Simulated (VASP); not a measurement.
Output of a VASP run:

### OSZICAR
```
       N       E                     dE             d eps       ncg     rms          rms(c)
DAV:   1     0.893424165604E+02    0.89342E+02   -0.75193E+03   638   0.127E+03
DAV:   2    -0.605342060107E+01   -0.95396E+02   -0.88304E+02   707   0.291E+02
DAV:   3    -0.152756435854E+02   -0.92222E+01   -0.91625E+01   785   0.885E+01
DAV:   4    -0.154884627043E+02   -0.21282E+00   -0.21260E+00   707   0.145E+01
DAV:   5    -0.154936518858E+02   -0.51892E-02   -0.51889E-02   860   0.220E+00    0.223E+00
DAV:   6    -0.132680027420E+02    0.22256E+01   -0.90577E-01   668   0.116E+01    0.271E+00
DAV:   7    -0.130682137885E+02    0.19979E+00   -0.25264E-01   641   0.725E+00    0.671E-01
DAV:   8    -0.134934586322E+02   -0.42524E+00   -0.30089E-01   638   0.578E+00    0.854E-01
DAV:   9    -0.132880382921E+02    0.20542E+00   -0.55833E-02   644   0.329E+00    0.645E-01
DAV:  10    -0.133111373115E+02   -0.23099E-01   -0.30358E-02   650   0.232E+00    0.202E-01
DAV:  11    -0.132734863292E+02    0.37651E-01   -0.16302E-02   638   0.170E+00    0.172E-01
DAV:  12    -0.132785846177E+02   -0.50983E-02   -0.49632E-04   704   0.330E-01    0.130E-01
DAV:  13    -0.133073155961E+02   -0.28731E-01   -0.78019E-03   638   0.103E+00    0.257E-02
DAV:  14    -0.133073319832E+02   -0.16387E-04   -0.64376E-05   758   0.972E-02    0.854E-03
DAV:  15    -0.133073631130E+02   -0.31130E-04   -0.24904E-05   653   0.662E-02    0.124E-02
DAV:  16    -0.133073883202E+02   -0.25207E-04   -0.12214E-05   671   0.561E-02    0.105E-02
DAV:  17    -0.133073826853E+02    0.56349E-05   -0.95814E-07   725   0.137E-02    0.184E-03
DAV:  18    -0.133073846313E+02   -0.19460E-05   -0.33686E-07   671   0.755E-03    0.103E-03
DAV:  19    -0.133073818242E+02    0.28072E-05   -0.50426E-08   689   0.358E-03    0.523E-04
DAV:  20    -0.133073818477E+02   -0.23547E-07   -0.32132E-08   650   0.238E-03
   1 F= -.13307382E+02 E0= -.13307382E+02  d E =-.181849E-14
```

### OUTCAR
```
------------------------ aborting loop because EDIFF is reached ----------------------------------------
  FORCE on cell =-STRESS in cart. coord.  units (eV):
  Direction    XX          YY          ZZ          XY          YZ          ZX
  --------------------------------------------------------------------------------------
  Total       -0.4547444     -0.4547444     -0.4547444      0.0000000      0.0000000      0.0000000
  in kB      -16.0226753    -16.0226753    -16.0226753      0.0000000      0.0000000      0.0000000
  external PRESSURE =     -16.0226753 kB  Pullay stress =       0.0000000 kB
  volume of cell :       45.47
      direct lattice vectors                 reciprocal lattice vectors
     0.000000000  2.832941677  2.832941677    -0.176494985  0.176494985  0.176494985
     2.832941677  0.000000000  2.832941677     0.176494985 -0.176494985  0.176494985
     2.832941677  2.832941677  0.000000000     0.176494985  0.176494985 -0.176494985
  FREE ENERGIE OF THE ION-ELECTRON SYSTEM (eV)
  ---------------------------------------------------
  free  energy   TOTEN  =       -13.3073818477 eV

  energy  without entropy=      -13.3073818477  energy(sigma->0) =      -13.30738185
```
(Selected blocks of OUTCAR.)

File POSCAR:
```
NaCl
1
    0.0000000000     2.8329416770     2.8329416770
    2.8329416770     0.0000000000     2.8329416770
    2.8329416770     2.8329416770     0.0000000000
Na Cl
1 1
Direct
  0.0000000000   0.0000000000   0.0000000000
  0.5000000000   0.5000000000   0.5000000000
```

Q: Write an INCAR and KPOINTS that could have produced this output.

A: Several could match; the one computed here: the input of the run itself, r2SCAN+rVV10, plane waves, VASP's PBE PAW potentials (set 64).

### INCAR
```
! general
SYSTEM  =NaCl
PREC    =Accurate
ENCUT   =520   ! plane-wave cut-off (eV)
LREAL   =.FALSE.   ! projection in real space or not
LASPH   =.TRUE.

! electronic loop
EDIFF   =1E-7   ! SCF stop (eV)
NELM    =100
ALGO    =Normal   ! blocked Davidson
LMIXTAU =.TRUE.

! smearing
ISMEAR  =0   ! Gaussian
SIGMA   =0.05

! functional
METAGGA =R2SCAN
LUSE_VDW=.TRUE.
BPARAM  =11.95
CPARAM  =0.0093

! ions
ISIF    =2   ! forces and stress, cell fixed

! output
LWAVE   =.FALSE.
LCHARG  =.FALSE.
```

File KPOINTS:
```
Automatic mesh
0
Gamma
8 8 8
0 0 0
```

POTCAR, in this order: Na_pv Cl (PBE.64 set). Program: vasp_std.

The compound is NaCl in the rock salt structure. This cell is one point of a volume scan, at 1.06 of the reference volume.
